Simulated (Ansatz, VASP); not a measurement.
**ZrC: VASP beside Ansatz**

One calculation is typed for both programs; each brings its own data sets. How far apart do they land? The cell is taken from a series of runs on this material, whose earlier steps may have relaxed, scaled, displaced or heated it; both programs get it as it stands.

Calculated with Ansatz 0.2.0; plane waves, with VASP 6.6.1 beside it; elastic constants at PBEsol.

## 1. Starting point

It takes space group Fm-3m (No. 225, cubic). Conventional cell: a = 4.677 Å, b = 4.677 Å, c = 4.677 Å, α = 90.00°, β = 90.00°, γ = 90.00°. Zr has 6 C at 2.34 Å nearest. Nearest to C lie 6 Zr at 2.34 Å. Farther neighbours are not listed.

Structure file:

```xyz
2
Lattice="0.0000 2.3386 2.3386 2.3386 0.0000 2.3386 2.3386 2.3386 0.0000" Properties=species:S:1:pos:R:3 pbc="T T T"
Zr    0.0000    0.0000    0.0000
C     2.3386    2.3386    2.3386
```

## 2. VASP: elastic constants, PBEsol

Elastic constants are differences of stresses under small strains, so they test the stress and the mesh.

Lines of VASP's logs that name or quote its potential files are left out, and so is its time.

Contents of INCAR:

```
SYSTEM = ZrC
PREC = Accurate
ENCUT = 600
EDIFF = 1E-08
NELM = 120
ISMEAR = 0
SIGMA = 0.1
LREAL = .FALSE.
ALGO = Normal
GGA = PS
NBANDS = 14
LASPH = .TRUE.
LORBIT = 11
LWAVE = .FALSE.
LCHARG = .FALSE.
ISIF = 3
IBRION = 6
NFREE = 2
POTIM = 0.015
NSW = 1
GGA_COMPAT = .FALSE.
KPAR = 2
```

Contents of POSCAR:

```
ZrC
1.0
    0.0000000000      2.3386411224      2.3386411224
    2.3386411224      0.0000000000      2.3386411224
    2.3386411224      2.3386411224      0.0000000000
Zr C
1 1
Direct
    0.0000000000      0.0000000000      0.0000000000
    0.5000000000      0.5000000000      0.5000000000
```

Contents of KPOINTS:

```
Automatic mesh
0
Gamma
14 14 14
0 0 0
```

PAW data sets: Zr_sv and C (PBE family, release 64).

The run is started by

```sh
mpirun -np 2 vasp_std
```

Numbers of over 12 decimals in the logs are rounded to 6 here.

What it wrote:

```text
[banner, memory and clock lines left out]
running    2 mpi-ranks, on    1 nodes
 distrk:  each k-point on    1 cores,    2 groups
 distr:  one band on    1 cores,    1 groups

 POSCAR found type information on POSCAR ZrC
 POSCAR found :  2 types and       2 ions
|                                                                             |
|               ----> ADVICE to this user running VASP <----                  |
|                                                                             |
|     You enforced a specific xc type in the INCAR file but a different       |
|     [... a line on the potential file left out ...]
|     I HOPE YOU KNOW WHAT YOU ARE DOING!                                     |
|                                                                             |

 LDA part: xc-table for (Slater+PW92), standard interpolation
 POSCAR, INCAR and KPOINTS ok, starting setup
 FFT: planning ... GRIDC
 FFT: planning ... GRID_SOFT
 FFT: planning ... GRID
 WAVECAR not read
 entering main loop
       N       E                     dE             d eps       ncg     rms          rms(c)
DAV:   1     0.114964144559E+03    0.11496E+03   -0.95271E+03  2920   0.129E+03
DAV:   2    -0.183700423489E+02   -0.13333E+03   -0.12425E+03  3572   0.315E+02
DAV:   3    -0.236170518192E+02   -0.52470E+01   -0.51874E+01  4088   0.561E+01
DAV:   4    -0.237841438378E+02   -0.16709E+00   -0.16701E+00  3702   0.909E+00
DAV:   5    -0.237879152605E+02   -0.37714E-02   -0.37710E-02  3988   0.107E+00    0.215E+01
DAV:   6    -0.207132982980E+02    0.30746E+01   -0.71135E+00  3552   0.233E+01    0.799E+00
DAV:   7    -0.205986269421E+02    0.11467E+00   -0.45257E-01  3324   0.575E+00    0.658E+00
DAV:   8    -0.205959939294E+02    0.26330E-02   -0.25820E-01  3458   0.404E+00    0.393E+00
DAV:   9    -0.205744166728E+02    0.21577E-01   -0.60383E-02  3302   0.176E+00    0.359E-01
DAV:  10    -0.205748942645E+02   -0.47759E-03   -0.23011E-03  4046   0.491E-01    0.469E-01
DAV:  11    -0.205746228296E+02    0.27143E-03   -0.90619E-04  3248   0.247E-01    0.517E-02
DAV:  12    -0.205746194184E+02    0.34112E-05   -0.18285E-05  3780   0.314E-02    0.101E-02
DAV:  13    -0.205746189830E+02    0.43541E-06   -0.10632E-06  3650   0.762E-03    0.421E-03
DAV:  14    -0.205746189256E+02    0.57387E-07   -0.62432E-08  3372   0.178E-03    0.540E-04
DAV:  15    -0.205746189427E+02   -0.17068E-07   -0.65006E-09  2098   0.713E-04    0.459E-04
DAV:  16    -0.205746189395E+02    0.31876E-08   -0.20358E-09  1732   0.367E-04
   1 F= -.20574619E+02 E0= -.20573851E+02  d E =-.153619E-02
[... from here on, the cycles between the ionic steps are left out ...]
   2 F= -.20564021E+02 E0= -.20563278E+02  d E =-.148606E-02
   9 F= -.20571820E+02 E0= -.20571074E+02  d E =-.149323E-02
  10 F= -.20571820E+02 E0= -.20571073E+02  d E =-.149323E-02
  11 F= -.20571820E+02 E0= -.20571073E+02  d E =-.149323E-02
  12 F= -.20571820E+02 E0= -.20571073E+02  d E =-.149323E-02
  13 F= -.20571820E+02 E0= -.20571073E+02  d E =-.149323E-02
  14 F= -.20573770E+02 E0= -.20573002E+02  d E =-.153638E-02
  15 F= -.20573770E+02 E0= -.20573002E+02  d E =-.153638E-02
  16 F= -.20573770E+02 E0= -.20573002E+02  d E =-.153638E-02
 Finite differences progress:
  Degree of freedom:   8/  8
  Displacement:        1/  2
  Total:              15/ 16
 bond charge predicted
       N       E                     dE             d eps       ncg     rms          rms(c)
DAV:   1    -0.205749587273E+02   -0.11885E-02   -0.13988E+00  6832   0.699E+00    0.181E-01
DAV:   2    -0.205741438884E+02    0.81484E-03   -0.70686E-03  8862   0.578E-01    0.920E-02
DAV:   3    -0.205737626294E+02    0.38126E-03   -0.92031E-04  7426   0.238E-01    0.225E-02
DAV:   4    -0.205737710732E+02   -0.84438E-05   -0.11078E-04  8680   0.662E-02    0.173E-02
DAV:   5    -0.205737703073E+02    0.76596E-06   -0.15876E-06  8020   0.151E-02    0.581E-03
DAV:   6    -0.205737701902E+02    0.11703E-06   -0.45710E-07  8418   0.759E-03    0.154E-03
DAV:   7    -0.205737702020E+02   -0.11802E-07   -0.86017E-08  7792   0.235E-03    0.962E-04
DAV:   8    -0.205737701998E+02    0.21787E-08   -0.55944E-09  4196   0.937E-04
  17 F= -.20573770E+02 E0= -.20573002E+02  d E =-.153639E-02
 Finite differences progress:
  Degree of freedom:   8/  8
  Displacement:        2/  2
  Total:              16/ 16
```

From OUTCAR (step 2):

```text
ion  position               nearest neighbor table
   1  0.000  0.000  0.000-   2 2.34   2 2.34   2 2.34   2 2.34   2 2.34   2 2.34
   2  0.500  0.500  0.500-   1 2.34   1 2.34   1 2.34   1 2.34   1 2.34   1 2.34

  LATTYP: Found a face centered cubic cell.
 ALAT       =     4.6772822448

 Subroutine GETGRP returns: Found 48 space group operations
 (whereof 48 operations were pure point group operations)

The static configuration has the point symmetry O_h .

 Found    104 irreducible k-points:

   k-points           NKPTS =    104   k-points in BZ     NKDIM =    104   number of bands    NBANDS=     14

   dimension x,y,z NGX =    28 NGY =   28 NGZ =   28
   dimension x,y,z NGXF=    56 NGYF=   56 NGZF=   56

   ENCUT  =  600.0 eV  44.10 Ry    6.64 a.u.   6.61  6.61  6.61*2*pi/ulx,y,z

   NELECT =      16.0000    total number of electrons

 k-points in reciprocal lattice and weights: Automatic mesh
   0.00000000  0.00000000  0.00000000       0.000
   0.07142857  0.00000000  0.00000000       0.003
   0.14285714  0.00000000  0.00000000       0.003
   0.21428571  0.00000000  0.00000000       0.003
   0.28571429  0.00000000  0.00000000       0.003
   0.35714286  0.00000000  0.00000000       0.003
   0.42857143  0.00000000  0.00000000       0.003
   0.50000000  0.00000000  0.00000000       0.001
   0.07142857  0.07142857  0.00000000       0.002
[...]
-0.28571429  0.42857143  0.21428571       0.009
  -0.28571429  0.50000000  0.21428571       0.004

 average (electrostatic) potential at core
       1 -72.7989       2 -44.0902

 E-fermi :   9.6727

 k-point     1 :       0.0000    0.0000    0.0000
  band No.  band energies     occupation
      1     -38.2544      2.00000
      2     -15.9857      2.00000
      3     -15.9857      2.00000
      4     -15.9857      2.00000
      5      -1.6697      2.00000
      6      10.5682      0.00000
      7      10.5682      0.00000
      8      10.6119      0.00000
      9      10.7249      0.00000
     10      10.7764      0.00000
    ...

 k-point     2 :       0.0714    0.0000    0.0000
  band No.  band energies     occupation
    ...
      2     -16.0349      2.00000
      3     -15.9899      2.00000
      4     -15.9899      2.00000
      5      -1.5492      2.00000
      6       9.6997      0.70249
      7       9.9392      0.00016
      8       9.9528      0.00007
      9      10.9837      0.00000
     10      10.9911      0.00000
     11      11.3680      0.00000
    ...

 k-point     3 :       0.1429    0.0000    0.0000
  band No.  band energies     occupation
    ...
      4     -16.0018      2.00000
      5      -1.2039      2.00000
      6       8.5890      2.00000
      7       9.0368      2.00000
      8       9.0425      2.00000
      9      11.3511      0.00000
     10      11.3537      0.00000
     11      11.8297      0.00000
     12      14.4355      0.00000
     13      14.4396      0.00000
    ...

  Total       -0.1415217     -0.1523219     -0.1523219      0.0000000      0.0000000      0.0000000
  in kB       -8.8636561     -9.5400861     -9.5400861      0.0000000      0.0000000      0.0000000
  external PRESSURE =      -9.3146094 kB  Pullay stress =       0.0000000 kB

  energy-cutoff  :      600.00
  volume of cell :       25.58
      direct lattice vectors                 reciprocal lattice vectors
     0.000000000  2.338641122  2.338641122    -0.213799371  0.213799371  0.213799371
     2.338641122  0.000000000  2.338641122     0.213799371 -0.213799371  0.213799371
     2.338641122  2.338641122  0.000000000     0.213799371  0.213799371 -0.213799371

 POSITION                                       TOTAL-FORCE (eV/Angst)
 -----------------------------------------------------------------------------------
      0.00000      0.00000      0.00000        -0.113046      0.000000      0.000000
      2.32364      2.33864      2.33864         0.113046      0.000000      0.000000
 -----------------------------------------------------------------------------------
    total drift:                               -0.000045      0.000000      0.000000

  FREE ENERGIE OF THE ION-ELECTRON SYSTEM (eV)
  ---------------------------------------------------
  free  energy   TOTEN  =       -20.5737701998 eV

  energy  without entropy=      -20.5722338136  energy(sigma->0) =      -20.57300201

  SYMMETRIZED ELASTIC MODULI (kBar)
 Direction    XX          YY          ZZ          XY          YZ          ZX
 --------------------------------------------------------------------------------
 XX        4903.4888   1047.6477   1047.6477      0.0000      0.0000     -0.0000
 YY        1047.6477   4903.4888   1047.6477      0.0000      0.0000     -0.0000
 ZZ        1047.6477   1047.6477   4903.4888      0.0000     -0.0000      0.0000
 XY           0.0000      0.0000      0.0000   1561.9139      0.0000     -0.0000
 YZ           0.0000      0.0000     -0.0000      0.0000   1561.9139      0.0000
 ZX          -0.0000     -0.0000      0.0000     -0.0000      0.0000   1561.9139
 --------------------------------------------------------------------------------

 Eigenvectors and eigenvalues of the dynamical matrix
 ----------------------------------------------------

   1 f  =   13.170991 THz    82.755777 2PiTHz  439.336970 cm-1    54.470818 meV
             X         Y         Z           dx          dy          dz
      0.000000  0.000000  0.000000    -0.241213   -0.241213   -0.000000
      2.338641  2.338641  2.338641     0.664693    0.664693   -0.000000

   2 f  =   13.170991 THz    82.755777 2PiTHz  439.336970 cm-1    54.470818 meV
             X         Y         Z           dx          dy          dz
      0.000000  0.000000  0.000000     0.000000    0.000000   -0.341127
      2.338641  2.338641  2.338641     0.000000    0.000000    0.940017

   3 f  =   13.170991 THz    82.755777 2PiTHz  439.336970 cm-1    54.470818 meV
             X         Y         Z           dx          dy          dz
      0.000000  0.000000  0.000000    -0.241213    0.241213    0.000000
      2.338641  2.338641  2.338641     0.664693   -0.664693    0.000000

   4 f/i=    0.000438 THz     0.002750 2PiTHz    0.014598 cm-1     0.001810 meV
             X         Y         Z           dx          dy          dz
      0.000000  0.000000  0.000000     0.939355    0.035182   -0.002691
      2.338641  2.338641  2.338641     0.340886    0.012768   -0.000976

   5 f/i=    0.000438 THz     0.002750 2PiTHz    0.014598 cm-1     0.001810 meV
             X         Y         Z           dx          dy          dz
      0.000000  0.000000  0.000000    -0.018101    0.418949   -0.841300
      2.338641  2.338641  2.338641    -0.006569    0.152034   -0.305303

   6 f/i=    0.000438 THz     0.002750 2PiTHz    0.014598 cm-1     0.001810 meV
             X         Y         Z           dx          dy          dz
      0.000000  0.000000  0.000000    -0.030289    0.840759    0.419331
      2.338641  2.338641  2.338641    -0.010992    0.305107    0.152173

 ELASTIC MODULI CONTR FROM IONIC RELAXATION (kBar)
 Direction    XX          YY          ZZ          XY          YZ          ZX
 --------------------------------------------------------------------------------
 XX           0.0000      0.0000      0.0000      0.0000      0.0000      0.0000
 YY           0.0000      0.0000      0.0000      0.0000      0.0000      0.0000
 ZZ           0.0000      0.0000      0.0000      0.0000      0.0000      0.0000
 XY           0.0000      0.0000      0.0000      0.0000      0.0000      0.0000
 YZ           0.0000      0.0000      0.0000      0.0000      0.0000      0.0000
 ZX           0.0000      0.0000      0.0000      0.0000      0.0000      0.0000
 --------------------------------------------------------------------------------

 TOTAL ELASTIC MODULI (kBar)
 Direction    XX          YY          ZZ          XY          YZ          ZX
 --------------------------------------------------------------------------------
 XX        4903.4888   1047.6477   1047.6477      0.0000      0.0000     -0.0000
 YY        1047.6477   4903.4888   1047.6477      0.0000      0.0000     -0.0000
 ZZ        1047.6477   1047.6477   4903.4888      0.0000     -0.0000      0.0000
 XY           0.0000      0.0000      0.0000   1561.9139      0.0000     -0.0000
 YZ           0.0000      0.0000     -0.0000      0.0000   1561.9139      0.0000
 ZX          -0.0000     -0.0000      0.0000     -0.0000      0.0000   1561.9139
 --------------------------------------------------------------------------------

 total charge
# of ion       s       p       d       tot
------------------------------------------
    1        2.180   6.044   1.660   9.884
    2        0.880   1.469   0.000   2.350
--------------------------------------------------
tot          3.060   7.514   1.660  12.233

[... 3 further parts left out ...]
```

CONTCAR:

```
ZrC
   1.00000000000000
     0.0000000000000000    2.3386411223999999    2.3386411223999999
     2.3386411223999999    0.0000000000000000    2.3386411223999999
     2.3386411223999999    2.3386411223999999    0.0000000000000000
  Zr              C
     1     1
Direct
     0.0000000000000000    0.0000000000000000    0.0000000000000000
     0.5032069905588179    0.4967930094411820    0.4967930094411820
```

The last energy, forces, stress and levels in OUTCAR belong to the last displaced cell, not to the cell of POSCAR. The PAW data sets were made with PBE, which is usual practice but a small mismatch for other functionals.

Levels, forces or a CONTCAR printed for this step are those of its last displaced cell, not of the structure at rest.

[end of part 1 of 2]

[Lines on the potential files, build, host, timing and source positions are cut from VASP's logs without a mark.]

[Logs are printed without paths, hosts, clocks, repeated set-up lines and the standing remarks that a program may print on its own settings, such as how far it seeks lower states.]

[Hosts, paths, dates, database ids (printed as entryN), source tags and the programs' standing remarks are cut or masked in the printed files.]
